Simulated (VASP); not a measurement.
Input:

```
Al2Pt
1.0
    0.00000     2.93666     2.93666
    2.93666     0.00000     2.93666
    2.93666     2.93666     0.00000
Al Pt
2 1
Direct
  0.25000   0.25000   0.25000
  0.75000   0.75000   0.75000
  0.00000   0.00000   0.00000
```

Computed with PBE GGA, VASP's PBE PAW potentials (set 64) (plane waves; VASP). Run with 500 eV cut-off, 9×9×9 Γ-centred mesh, first-order Methfessel-Paxton smearing of 0.10 eV, potentials Al Pt.

Unless said otherwise, spin-orbit coupling is left out, though it shifts the bands of the heavy elements here.

Problem. Estimate the energy per atom (σ→0), pressure, band gap (on the k-mesh) with the smallest direct gap where there is one.

Solution. 
```yaml
band gap (on the k-mesh): none (metal, semimetal or under 0.01 eV)
energy per atom (σ→0): -5.412 eV/atom
pressure: 49.7 kbar
```

Only differences to runs with the same potentials and settings are physical.

The compound is PtAl2 in the fluorite structure. It was relaxed first under an external pressure of 5 GPa.
